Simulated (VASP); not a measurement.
# A VASP study of SiNi3 (LDA): structure first, properties next, part 6 of 7

What structure does SiNi3 take at this level, and what are its properties? The start is a computed cell from the Materials Project.

VASP 6.6.1, plane waves and PAW; the level of theory is named at each step.

Still holding for the runs below: This run allows spin, but its moments start at zero, where symmetry between the spins tends to hold them, which is where the search above led.

So far. Step 12 (Density of states (LDA)): The finer mesh and the other smearing move the Fermi level by -0.00 eV from the 8×8×8 run, a small shift, which tests the Fermi level alone. Of the states within 0.3 eV of the Fermi level, the largest shares in the PAW spheres are Ni d 96 %. The rest lies in smaller channels or between the spheres. Step 13 (Volume scan with LDA, volume scale 0.94): The pressure here is 18.49 GPa.

## 14. Volume scan with LDA, volume scale 0.96

Level of this step: LDA, zero-moment start; plane waves and PAW (Si, Ni) (VASP).

INCAR

```
SYSTEM = SiNi3
PREC = Accurate
ENCUT = 400
EDIFF = 1E-06
NELM = 100
ISMEAR = 1
SIGMA = 0.2
LREAL = .FALSE.
ALGO = Normal
GGA = CA
NBANDS = 25
ISPIN = 2
MAGMOM = -0 0 0 0
LASPH = .TRUE.
LMAXMIX = 4
LORBIT = 11
LWAVE = .FALSE.
LCHARG = .FALSE.
KPAR = 8
ISIF = 2
```

POSCAR

```
SiNi3
1.0
    3.3804948576      0.0000000000      0.0000000000
    0.0000000000      3.3804948576      0.0000000000
    0.0000000000      0.0000000000      3.3804948576
Si Ni
1 3
Direct
    0.0000000000      0.0000000000      0.0000000000
    0.0000000000      0.5000000000      0.5000000000
    0.5000000000      0.5000000000      0.0000000000
    0.5000000000      0.0000000000      0.5000000000
```

KPOINTS

```
Automatic mesh
0
Gamma
8 8 8
0 0 0
```

PAW data sets: Si and Ni (LDA family, release 64).

Command:

```bash
$ mpirun -np 8 vasp_std
```

Log:

```text
[... set-up lines as in an earlier step ...]
 entering main loop
       N       E                     dE             d eps       ncg     rms          rms(c)
DAV:   1     0.175030564197E+03    0.17503E+03   -0.12908E+04  3564   0.155E+03
DAV:   2    -0.223514613116E+02   -0.19738E+03   -0.18535E+03  3509   0.304E+02
DAV:   3    -0.316560890868E+02   -0.93046E+01   -0.90220E+01  4051   0.872E+01
DAV:   4    -0.318173345222E+02   -0.16125E+00   -0.16097E+00  4006   0.105E+01
DAV:   5    -0.318224131252E+02   -0.50786E-02   -0.50778E-02  4390   0.175E+00    0.224E+01
DAV:   6    -0.307790002536E+02    0.10434E+01   -0.30379E+01  4067   0.102E+02    0.151E+01
DAV:   7    -0.280044936868E+02    0.27745E+01   -0.10108E+01  4083   0.564E+01    0.513E+00
DAV:   8    -0.278774269590E+02    0.12707E+00   -0.32820E-01  4534   0.582E+00    0.131E+00
DAV:   9    -0.278653465857E+02    0.12080E-01   -0.14783E-02  5303   0.133E+00    0.491E-01
DAV:  10    -0.278631962457E+02    0.21503E-02   -0.16338E-03  4481   0.369E-01    0.116E-01
DAV:  11    -0.278631981959E+02   -0.19502E-05   -0.22208E-04  4466   0.175E-01    0.402E-02
DAV:  12    -0.278631935819E+02    0.46140E-05   -0.19368E-05  3699   0.433E-02    0.203E-02
DAV:  13    -0.278631912239E+02    0.23580E-05   -0.37331E-06  4086   0.163E-02    0.102E-02
DAV:  14    -0.278631904775E+02    0.74635E-06   -0.96061E-07  1958   0.150E-02
   1 F= -.27863190E+02 E0= -.27863434E+02  d E =0.729921E-03  mag=     0.0000
```

It took 8.6 s on 8 MPI ranks of AMD EPYC 7R43, shared host; peak memory 1 GiB.

From OUTCAR (step 14):

```text
   ENCUT  =  400.0 eV  29.40 Ry    5.42 a.u.   5.51  5.51  5.51*2*pi/ulx,y,z

   NELECT =      34.0000    total number of electrons

 E-fermi :  12.1540

 spin component 1
 k-point     1 :       0.0000    0.0000    0.0000
  band No.  band energies     occupation
    ...
     12      11.2047      1.00000
     13      11.2047      1.00000
     14      11.4677      1.00001
     15      11.4677      1.00001
     16      11.8447      1.02555
     17      12.2117      0.26668
     18      12.2117      0.26668
     19      12.2117      0.26668
     20      18.0624      0.00000
     21      19.0958      0.00000
    ...

 k-point     2 :       0.1250    0.0000    0.0000
  band No.  band energies     occupation
    ...
     12      11.2704      1.00000
     13      11.2704      1.00000
     14      11.4611      1.00001
     15      11.4712      1.00001
     16      11.7548      1.00811
     17      12.2119      0.26575
     18      12.6278     -0.00203
     19      12.6278     -0.00203
     20      18.3312      0.00000
     21      19.0270      0.00000
    ...

  Total        2.7899203      2.7899203      2.7899203     -0.0000000      0.0000000     -0.0000000
  in kB      115.7075076    115.7075076    115.7075076     -0.0000000      0.0000000     -0.0000000
  external PRESSURE =     115.7075076 kB  Pullay stress =       0.0000000 kB

 POSITION                                       TOTAL-FORCE (eV/Angst)
 -----------------------------------------------------------------------------------
      0.00000      0.00000      0.00000         0.000000      0.000000      0.000000
      0.00000      1.69025      1.69025         0.000000      0.000000      0.000000
      1.69025      1.69025      0.00000         0.000000      0.000000      0.000000
      1.69025      0.00000      1.69025         0.000000      0.000000      0.000000
 -----------------------------------------------------------------------------------
    total drift:                                0.000000     -0.000000     -0.000000

  FREE ENERGIE OF THE ION-ELECTRON SYSTEM (eV)
  ---------------------------------------------------
  free  energy   TOTEN  =       -27.8631904775 eV

  energy  without entropy=      -27.8639203987  energy(sigma->0) =      -27.86343378

 magnetization (x)
# of ion       s       p       d       tot
------------------------------------------
    1        0.000   0.000   0.000   0.000
    2       -0.000  -0.000   0.000   0.000
    3       -0.000  -0.000   0.000   0.000
    4       -0.000  -0.000   0.000   0.000
--------------------------------------------------
tot         -0.000   0.000   0.000   0.000

[... 4 parts as in an earlier step ...]

[... 17 further parts left out ...]
```

Numbers from this step:

- free energy (TOTEN): -27.86 eV
- energy at zero smearing: -27.86 eV
- Fermi energy: 12.15 eV
- pressure: 11.57 GPa

The pressure falls from 18.49 to 11.57 GPa.

The run ends at a pressure of 11.57 GPa.

## 15. Volume scan with LDA, volume scale 0.98

INCAR is that of step 14.

POSCAR

```
SiNi3
1.0
    3.4038093520      0.0000000000      0.0000000000
    0.0000000000      3.4038093520      0.0000000000
    0.0000000000      0.0000000000      3.4038093520
Si Ni
1 3
Direct
    0.0000000000      0.0000000000      0.0000000000
    0.0000000000      0.5000000000      0.5000000000
    0.5000000000      0.5000000000      0.0000000000
    0.5000000000      0.0000000000      0.5000000000
```

KPOINTS is that of step 14.

Command:

```bash
$ mpirun -np 8 vasp_std
```

Log:

```text
[... set-up lines as in an earlier step ...]
 entering main loop
       N       E                     dE             d eps       ncg     rms          rms(c)
DAV:   1     0.176156946409E+03    0.17616E+03   -0.12936E+04  3596   0.155E+03
DAV:   2    -0.224071731078E+02   -0.19856E+03   -0.18675E+03  3501   0.301E+02
DAV:   3    -0.316733540719E+02   -0.92662E+01   -0.89814E+01  3970   0.866E+01
DAV:   4    -0.318415730751E+02   -0.16822E+00   -0.16788E+00  4063   0.107E+01
[...]
DAV:  12    -0.279089990150E+02    0.31599E-05   -0.20726E-05  3667   0.426E-02    0.217E-02
DAV:  13    -0.279089957634E+02    0.32516E-05   -0.44095E-06  4365   0.184E-02    0.104E-02
DAV:  14    -0.279089950104E+02    0.75303E-06   -0.12269E-06  1947   0.171E-02
   1 F= -.27908995E+02 E0= -.27909303E+02  d E =0.923260E-03  mag=     0.0000
```

Run time: 8.4 s. Hardware: 8 MPI ranks; peak memory 1.1 GiB.

Parts of OUTCAR (step 15):

```text
  Total        1.3285683      1.3285683      1.3285683      0.0000000     -0.0000000     -0.0000000
  in kB       53.9757629     53.9757629     53.9757629      0.0000000     -0.0000000     -0.0000000
  external PRESSURE =      53.9757629 kB  Pullay stress =       0.0000000 kB

 POSITION                                       TOTAL-FORCE (eV/Angst)
 -----------------------------------------------------------------------------------
      0.00000      0.00000      0.00000         0.000000      0.000000      0.000000
      0.00000      1.70190      1.70190         0.000000      0.000000      0.000000
      1.70190      1.70190      0.00000         0.000000      0.000000      0.000000
      1.70190      0.00000      1.70190         0.000000      0.000000      0.000000
 -----------------------------------------------------------------------------------
    total drift:                                0.000000     -0.000000     -0.000000

  FREE ENERGIE OF THE ION-ELECTRON SYSTEM (eV)
  ---------------------------------------------------
  free  energy   TOTEN  =       -27.9089950104 eV

  energy  without entropy=      -27.9099182699  energy(sigma->0) =      -27.90930276

 magnetization (x)
# of ion       s       p       d       tot
------------------------------------------
    1       -0.000  -0.000   0.000  -0.000
    2        0.000   0.000   0.000   0.000
    3        0.000   0.000   0.000   0.000
    4        0.000   0.000   0.000   0.000
--------------------------------------------------
tot          0.000   0.000   0.000   0.000

[... 1 part as in an earlier step ...]

[... 2 further parts left out ...]
[key lines of the parts left out:]
E-fermi :  11.8105
```

The pressure falls from 11.57 to 5.40 GPa.

The run ends at a pressure of 5.40 GPa.

## 16. Volume scan with LDA, volume scale 1

INCAR is that of step 15.

POSCAR

```
SiNi3
1.0
    3.4268087615      0.0000000000      0.0000000000
    0.0000000000      3.4268087615      0.0000000000
    0.0000000000      0.0000000000      3.4268087615
Si Ni
1 3
Direct
    0.0000000000      0.0000000000      0.0000000000
    0.0000000000      0.5000000000      0.5000000000
    0.5000000000      0.5000000000      0.0000000000
    0.5000000000      0.0000000000      0.5000000000
```

KPOINTS is that of step 15.

Command:

```bash
$ mpirun -np 8 vasp_std
```

Log:

```text
[... set-up lines as in an earlier step ...]
 entering main loop
       N       E                     dE             d eps       ncg     rms          rms(c)
[... 14 cycles as in an earlier step ...]
   1 F= -.27925466E+02 E0= -.27925848E+02  d E =0.114703E-02  mag=    -0.0000
```

It took 10 s on 8 MPI ranks; peak memory 1 GiB.

OUTCAR, selected parts (step 16):

```text
[... 7 parts as in an earlier step ...]

[... 1 further part left out ...]
[key lines of the parts left out:]
E-fermi :  11.4807
```

The pressure falls from 5.40 to -0.08 GPa, so it vanishes between these two volumes.

## 17. Volume scan with LDA, volume scale 1.02

INCAR is that of step 16.

POSCAR

```
SiNi3
1.0
    3.4495035206      0.0000000000      0.0000000000
    0.0000000000      3.4495035206      0.0000000000
    0.0000000000      0.0000000000      3.4495035206
Si Ni
1 3
Direct
    0.0000000000      0.0000000000      0.0000000000
    0.0000000000      0.5000000000      0.5000000000
    0.5000000000      0.5000000000      0.0000000000
    0.5000000000      0.0000000000      0.5000000000
```

KPOINTS is that of step 16.

Command:

```bash
$ mpirun -np 8 vasp_std
```

Log:

```text
[... set-up lines as in an earlier step ...]
 entering main loop
       N       E                     dE             d eps       ncg     rms          rms(c)
DAV:   1     0.178344494177E+03    0.17834E+03   -0.12926E+04  3556   0.153E+03
DAV:   2    -0.221168473985E+02   -0.20046E+03   -0.18853E+03  3509   0.303E+02
DAV:   3    -0.316355234988E+02   -0.95187E+01   -0.91517E+01  4037   0.875E+01
DAV:   4    -0.318003602309E+02   -0.16484E+00   -0.16458E+00  4060   0.106E+01
[...]
DAV:  12    -0.279155704651E+02    0.19158E-05   -0.38618E-05  3840   0.606E-02    0.209E-02
DAV:  13    -0.279155686263E+02    0.18388E-05   -0.41387E-06  4333   0.195E-02    0.977E-03
DAV:  14    -0.279155680141E+02    0.61218E-06   -0.81260E-07  1938   0.113E-02
   1 F= -.27915568E+02 E0= -.27916034E+02  d E =0.139908E-02  mag=     0.0000
```

The job ended after 11 s (8 MPI ranks; peak memory 1 GiB; 78 s of CPU time).

OUTCAR, selected parts (step 17):

```text
  Total       -1.2687763     -1.2687763     -1.2687763     -0.0000000      0.0000000     -0.0000000
  in kB      -49.5251585    -49.5251585    -49.5251585     -0.0000000      0.0000000     -0.0000000
  external PRESSURE =     -49.5251585 kB  Pullay stress =       0.0000000 kB

 POSITION                                       TOTAL-FORCE (eV/Angst)
 -----------------------------------------------------------------------------------
      0.00000      0.00000      0.00000         0.000000      0.000000      0.000000
      0.00000      1.72475      1.72475         0.000000      0.000000      0.000000
      1.72475      1.72475      0.00000         0.000000      0.000000      0.000000
      1.72475      0.00000      1.72475         0.000000      0.000000      0.000000
 -----------------------------------------------------------------------------------
    total drift:                                0.000000     -0.000000     -0.000000

  FREE ENERGIE OF THE ION-ELECTRON SYSTEM (eV)
  ---------------------------------------------------
  free  energy   TOTEN  =       -27.9155680141 eV

  energy  without entropy=      -27.9169670930  energy(sigma->0) =      -27.91603437

 magnetization (x)
# of ion       s       p       d       tot
------------------------------------------
    1        0.000   0.000   0.000   0.000
    2       -0.000   0.000   0.000   0.000
    3       -0.000   0.000   0.000   0.000
    4       -0.000   0.000   0.000   0.000
--------------------------------------------------
tot         -0.000   0.000   0.000   0.000

[... 1 part as in an earlier step ...]

[... 2 further parts left out ...]
[key lines of the parts left out:]
E-fermi :  11.1639
```

The pressure falls from -0.08 to -4.95 GPa.

The run ends at a pressure of -4.95 GPa.

## 18. Volume scan with LDA, volume scale 1.04

INCAR is that of step 17.

POSCAR

```
SiNi3
1.0
    3.4719035218      0.0000000000      0.0000000000
    0.0000000000      3.4719035218      0.0000000000
    0.0000000000      0.0000000000      3.4719035218
Si Ni
1 3
Direct
    0.0000000000      0.0000000000      0.0000000000
    0.0000000000      0.5000000000      0.5000000000
    0.5000000000      0.5000000000      0.0000000000
    0.5000000000      0.0000000000      0.5000000000
```

KPOINTS is that of step 17.

Command:

```bash
$ mpirun -np 8 vasp_std
```

Log:

```text
[... set-up lines as in an earlier step ...]
 entering main loop
       N       E                     dE             d eps       ncg     rms          rms(c)
DAV:   1     0.171275542667E+03    0.17128E+03   -0.12736E+04  3572   0.152E+03
DAV:   2    -0.229053564619E+02   -0.19418E+03   -0.18304E+03  3500   0.298E+02
DAV:   3    -0.315860285083E+02   -0.86807E+01   -0.83814E+01  4081   0.840E+01
DAV:   4    -0.317406126612E+02   -0.15458E+00   -0.15432E+00  4110   0.101E+01
[...]
DAV:  12    -0.278822560872E+02    0.18516E-05   -0.37779E-05  3784   0.583E-02    0.223E-02
DAV:  13    -0.278822539091E+02    0.21781E-05   -0.46697E-06  4565   0.214E-02    0.968E-03
DAV:  14    -0.278822533107E+02    0.59839E-06   -0.79638E-07  1948   0.108E-02
   1 F= -.27882253E+02 E0= -.27882813E+02  d E =0.167971E-02  mag=     0.0000
```

Wall time 9.8 s (8 MPI ranks); peak memory 1 GiB; 71 s of CPU time.

Parts of OUTCAR (step 18):

```text
  Total       -2.4352968     -2.4352968     -2.4352968      0.0000000      0.0000000      0.0000000
  in kB      -93.2308256    -93.2308256    -93.2308256      0.0000000      0.0000000      0.0000000
  external PRESSURE =     -93.2308256 kB  Pullay stress =       0.0000000 kB

 POSITION                                       TOTAL-FORCE (eV/Angst)
 -----------------------------------------------------------------------------------
      0.00000      0.00000      0.00000         0.000000      0.000000      0.000000
      0.00000      1.73595      1.73595         0.000000      0.000000      0.000000
      1.73595      1.73595      0.00000         0.000000      0.000000      0.000000
      1.73595      0.00000      1.73595         0.000000      0.000000      0.000000
 -----------------------------------------------------------------------------------
    total drift:                                0.000000     -0.000000     -0.000000

  FREE ENERGIE OF THE ION-ELECTRON SYSTEM (eV)
  ---------------------------------------------------
  free  energy   TOTEN  =       -27.8822533107 eV

  energy  without entropy=      -27.8839330251  energy(sigma->0) =      -27.88281322

 magnetization (x)
# of ion       s       p       d       tot
------------------------------------------
    1        0.000   0.000   0.000   0.000
    2       -0.000   0.000  -0.000  -0.000
    3       -0.000   0.000  -0.000  -0.000
    4       -0.000   0.000  -0.000  -0.000
--------------------------------------------------
tot         -0.000   0.000  -0.000  -0.000

[... 1 part as in an earlier step ...]

[... 2 further parts left out ...]
[key lines of the parts left out:]
E-fermi :  10.8594
```

The pressure falls from -4.95 to -9.32 GPa.

The run ends at a pressure of -9.32 GPa.

## 19. Volume scan with LDA, volume scale 1.06

A prediction first. A least-squares parabola for the 6 pressures of evenly scaled cells so far, P = -0.10 -260.0 t +647 t² GPa with t = ln(V/V₁) and V₁ the volume at scale 1, gives -13.05 GPa at t = +0.0583.

INCAR is that of step 18.

POSCAR

```
SiNi3
1.0
    3.4940181532      0.0000000000      0.0000000000
    0.0000000000      3.4940181532      0.0000000000
    0.0000000000      0.0000000000      3.4940181532
Si Ni
1 3
Direct
    0.0000000000      0.0000000000      0.0000000000
    0.0000000000      0.5000000000      0.5000000000
    0.5000000000      0.5000000000      0.0000000000
    0.5000000000      0.0000000000      0.5000000000
```

KPOINTS is that of step 18.

Command:

```bash
$ mpirun -np 8 vasp_std
```

Log:

```text
[... set-up lines as in an earlier step ...]
 entering main loop
       N       E                     dE             d eps       ncg     rms          rms(c)
DAV:   1     0.175205415167E+03    0.17521E+03   -0.12812E+04  3524   0.151E+03
DAV:   2    -0.223575574566E+02   -0.19756E+03   -0.18581E+03  3508   0.301E+02
DAV:   3    -0.314978396420E+02   -0.91403E+01   -0.88342E+01  4083   0.865E+01
DAV:   4    -0.316583913814E+02   -0.16055E+00   -0.16026E+00  4026   0.103E+01
[...]
DAV:  12    -0.278281970563E+02    0.31704E-05   -0.45216E-05  4020   0.708E-02    0.178E-02
DAV:  13    -0.278281959689E+02    0.10874E-05   -0.37207E-06  4090   0.165E-02    0.852E-03
DAV:  14    -0.278281955364E+02    0.43249E-06   -0.63472E-07  1886   0.697E-03
   1 F= -.27828196E+02 E0= -.27828859E+02  d E =0.198889E-02  mag=    -0.0000
```

Run time: 11 s. Hardware: 8 MPI ranks; peak memory 1.1 GiB; 83 s of CPU time.

From OUTCAR (step 19):

```text
  Total       -3.5105913     -3.5105913     -3.5105913     -0.0000000     -0.0000000     -0.0000000
  in kB     -131.8607011   -131.8607011   -131.8607011     -0.0000000     -0.0000000     -0.0000000
  external PRESSURE =    -131.8607011 kB  Pullay stress =       0.0000000 kB

 POSITION                                       TOTAL-FORCE (eV/Angst)
 -----------------------------------------------------------------------------------
      0.00000      0.00000      0.00000         0.000000      0.000000      0.000000
      0.00000      1.74701      1.74701         0.000000      0.000000      0.000000
      1.74701      1.74701      0.00000         0.000000      0.000000      0.000000
      1.74701      0.00000      1.74701         0.000000      0.000000      0.000000
 -----------------------------------------------------------------------------------
    total drift:                                0.000000     -0.000000     -0.000000

  FREE ENERGIE OF THE ION-ELECTRON SYSTEM (eV)
  ---------------------------------------------------
  free  energy   TOTEN  =       -27.8281955364 eV

  energy  without entropy=      -27.8301844285  energy(sigma->0) =      -27.82885850

 magnetization (x)
# of ion       s       p       d       tot
------------------------------------------
    1       -0.000  -0.000   0.000  -0.000
    2       -0.000  -0.000   0.000  -0.000
    3       -0.000  -0.000   0.000  -0.000
    4       -0.000  -0.000   0.000  -0.000
--------------------------------------------------
tot         -0.000  -0.000   0.000  -0.000

[... 1 part as in an earlier step ...]

[... 2 further parts left out ...]
[key lines of the parts left out:]
E-fermi :  10.5664
```

The pressure falls from -9.32 to -13.19 GPa. The parabola predicted -13.05 GPa, +0.14 GPa off.

## 20. Comparing the runs

Times are for 8 MPI ranks of AMD EPYC 7R43, shared host. Results by setting:

```csv
no.,volume scale,energy above the lowest point (meV/atom),pressure (GPa),time,memory (GiB)
1,0.94,35.22,18.49,8.8 s,1.0
2,0.96,15.6,11.57,8.6 s,1.0
3,0.98,4.14,5.398,8.4 s,1.1
4,1,0,-0.07893,10 s,1.0
5,1.02,2.45,-4.953,11 s,1
6,1.04,10.76,-9.323,9.8 s,1.0
7,1.06,24.25,-13.19,11 s,1.1
```

## 21. Fit for LDA

This step: Birch-Murnaghan fit, LDA; plane waves and PAW (VASP 6.6.1).

This step runs nothing: it gathers the runs above.

Numbers from this step:

```
pressure derivative of the bulk modulus : 4.618
r.m.s. error of the fit                 : 1.46e-5 eV/atom
minimum inside the sampled range        : yes
bulk modulus                            : 257.8 GPa
equilibrium volume of the fit           : 10.08 Å³/atom
```

Table of energy above the fitted minimum by volume:

```csv
volume (Å³/atom),energy above the fitted minimum (eV/atom)
9.457,0.0352
9.658,0.0156
9.859,0.00415
10.060,1.8e-5
10.261,0.00247
10.463,0.0108
10.664,0.0243
```

The fit over cells of fixed shape and fractional positions puts the volume +0.22 % from the relaxed one. At a finite cutoff and mesh the minimum of the energy and the zero of the stress don't quite coincide, and the relaxation stops at a threshold.

(Continued in part 7 of 7.)

[Lines on the potential files, build, host, timing and source positions are cut from VASP's logs without a mark.]

[Logs are printed without paths, hosts, clocks, repeated set-up lines and the standing remarks that a program may print on its own settings, such as how far it seeks lower states.]

[Hosts, paths, dates, database ids (printed as entryN), source tags and the programs' standing remarks are cut or masked in the printed files.]

[A measured line is paired with the nearest computed mode of its activity, which favours agreement.]

[In band tables of VASP the shares of atoms and orbitals are scaled to a sum of 1 inside the atoms' spheres.]
